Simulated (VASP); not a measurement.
Level of theory: r2SCAN meta-GGA, VASP's PBE PAW potentials (set 64) (plane waves; VASP).

VASP input:

**POSCAR**
```
C
1
    0.0000000000     1.7562733754     1.7562733754
    1.7562733754     0.0000000000     1.7562733754
    1.7562733754     1.7562733754     0.0000000000
C
2
Direct
  0.0000000000   0.0000000000   0.0000000000
  0.2500000000   0.2500000000   0.2500000000
```

File KPOINTS:
```
Automatic mesh
0
Gamma
13 13 13
0 0 0
```

INCAR:
```
ALGO = Normal
EDIFF = 1E-6
EDIFFG = -0.02
ENCUT = 620
IBRION = 2
ISIF = 3
ISMEAR = 0
LASPH = T
LCHARG = F
LMIXTAU = T
LREAL = F
LWAVE = F
METAGGA = R2SCAN
NELM = 100
NSW = 40
PREC = Accurate
PSTRESS = 200
SIGMA = 0.05
SYSTEM = C
```

POTCAR, in this order: C (PBE.64 set). Program: vasp_std.

The resulting files:

File OUTCAR:
```
 ion  position               nearest neighbor table
   1  0.000  0.000  0.000-   2 1.52   2 1.52   2 1.52   2 1.52
   2  0.250  0.250  0.250-   1 1.52   1 1.52   1 1.52   1 1.52
  LATTYP: Found a face centered cubic cell.
 ALAT       =     3.5125467508
 Subroutine PRICEL returns:
 Original cell was already a primitive cell.
 Subroutine GETGRP returns: Found 48 space group operations
The static configuration has the point symmetry T_d .
 The point group associated with its full space group is O_h .
The dynamic configuration has the point symmetry T_d .
 Subroutine INISYM returns: Found 48 space group operations
 Subroutine IBZKPT returns following result:
 Found     84 irreducible k-points:

 Following reciprocal coordinates:
            Coordinates               Weight
  0.000000  0.000000  0.000000      1.000000
  0.076923  0.000000  0.000000      8.000000
  0.153846  0.000000  0.000000      8.000000
  0.230769  0.000000  0.000000      8.000000
  0.307692  0.000000  0.000000      8.000000
  0.384615  0.000000  0.000000      8.000000
  0.461538  0.000000  0.000000      8.000000
  0.076923  0.076923  0.000000      6.000000
...
```

**OSZICAR**
```
       N       E                     dE             d eps       ncg     rms          rms(c)
DAV:   1     0.205378651581E+01    0.20538E+01   -0.59328E+03  1360   0.119E+03
DAV:   2    -0.218406013894E+02   -0.23894E+02   -0.23492E+02  2096   0.133E+02
DAV:   3    -0.219814928558E+02   -0.14089E+00   -0.14089E+00  1440   0.137E+01
DAV:   4    -0.219816616501E+02   -0.16879E-03   -0.16879E-03  1936   0.499E-01
DAV:   5    -0.219816616842E+02   -0.34084E-07   -0.34084E-07  1456   0.514E-03    0.542E+00
DAV:   6    -0.194418430169E+02    0.25398E+01   -0.37072E-01  1664   0.698E+00    0.443E+00
DAV:   7    -0.223645314967E+02   -0.29227E+01   -0.14479E+00  1552   0.925E+00    0.934E-01
DAV:   8    -0.194415292999E+02    0.29230E+01   -0.42689E-01  1456   0.592E+00    0.119E+00
DAV:   9    -0.196221192587E+02   -0.18059E+00   -0.29537E-02  1536   0.232E+00    0.211E-01
DAV:  10    -0.196336259765E+02   -0.11507E-01   -0.75111E-03  1736   0.102E+00    0.192E-01
DAV:  11    -0.196332798501E+02    0.34613E-03   -0.11350E-04  1352   0.124E-01    0.141E-01
DAV:  12    -0.196360329331E+02   -0.27531E-02   -0.68870E-04  1344   0.350E-01    0.228E-02
DAV:  13    -0.196360660302E+02   -0.33097E-04   -0.13294E-05  1912   0.514E-02    0.164E-02
DAV:  14    -0.196360682685E+02   -0.22383E-05   -0.14828E-06  1304   0.150E-02    0.285E-02
DAV:  15    -0.196360674542E+02    0.81435E-06   -0.14738E-06  1440   0.147E-02
   1 F= -.18283603E+02 E0= -.18283603E+02  d E =-.182836E+02
```

OUTCAR:
```
------------------------ aborting loop because EDIFF is reached ----------------------------------------
  FORCE on cell =-STRESS in cart. coord.  units (eV):
  Direction    XX          YY          ZZ          XY          YZ          ZX
  --------------------------------------------------------------------------------------
  Total        1.3505185      1.3505185      1.3505185     -0.0000000     -0.0000000      0.0000000
  in kB      199.7122776    199.7122776    199.7122776     -0.0000000     -0.0000000      0.0000000
  external PRESSURE =      -0.2877224 kB  Pullay stress =     200.0000000 kB
  volume of cell :       10.83
      direct lattice vectors                 reciprocal lattice vectors
     0.000000000  1.756273375  1.756273375    -0.284693720  0.284693720  0.284693720
     1.756273375  0.000000000  1.756273375     0.284693720 -0.284693720  0.284693720
     1.756273375  1.756273375  0.000000000     0.284693720  0.284693720 -0.284693720
 POSITION                                       TOTAL-FORCE (eV/Angst)
 -----------------------------------------------------------------------------------
      0.00000      0.00000      0.00000        -0.000000     -0.000000     -0.000000
      0.87814      0.87814      0.87814         0.000000      0.000000      0.000000
 -----------------------------------------------------------------------------------
    total drift:                                0.000000      0.000000      0.000000
  FREE ENERGIE OF THE ION-ELECTRON SYSTEM (eV)
  ---------------------------------------------------
  free  energy   TOTEN  =       -19.6360674542 eV

  energy  without entropy=      -19.6360674542  energy(sigma->0) =      -19.63606745
  enthalpy is  TOTEN    =       -18.2836033051 eV   P V=        1.3524641491

 reached required accuracy - stopping structural energy minimisation
```
(Selected blocks of OUTCAR.)

**OUTCAR**
```
 val. band max:       10.3902450179   @ k =   0.0000   0.0000   0.0000

 cond. band min:      14.8320426707   @ k =   0.3846   0.3846   0.0000


 Fermi energy:        10.7106555547

 k-point     1 :       0.0000    0.0000    0.0000
  band No.  band energies     occupation
      1     -12.9507      2.00000
      2      10.3902      2.00000
      3      10.3902      2.00000
      4      10.3902      2.00000
      5      16.3521      0.00000
      6      16.3521      0.00000
      7      16.3521      0.00000
      8      25.3255      0.00000

 k-point     2 :       0.0769    0.0000    0.0000
  band No.  band energies     occupation
      1     -12.7743      2.00000
      2       9.2026      2.00000
      3      10.0762      2.00000
      4      10.0762      2.00000
      5      16.7629      0.00000
      6      16.7629      0.00000
      7      17.0802      0.00000
      8      25.4675      0.00000

 k-point     3 :       0.1538    0.0000    0.0000
  band No.  band energies     occupation
      1     -12.2464      2.00000
      2       6.7074      2.00000
      3       9.3742      2.00000
      4       9.3742      2.00000
      5      17.6860      0.00000
      6      17.6860      0.00000
      7      18.2658      0.00000
      8      25.8759      0.00000

 k-point     4 :       0.2308    0.0000    0.0000
  band No.  band energies     occupation
      1     -11.3735      2.00000
      2       3.8696      2.00000
      3       8.6197      2.00000
      4       8.6197      2.00000
      5      18.6051      0.00000
      6      18.6051      0.00000
      7      19.1584      0.00000
      8      26.4582      0.00000

 k-point     5 :       0.3077    0.0000    0.0000
  band No.  band energies     occupation
      1     -10.1699      2.00000
      2       1.0436      2.00000
      3       7.9853      2.00000
      4       7.9853      2.00000
      5      19.1902      0.00000
      6      19.1902      0.00000
      7      19.7092      0.00000
...
```

The compound is C in the diamond structure. It was relaxed first under an external pressure of 20 GPa.
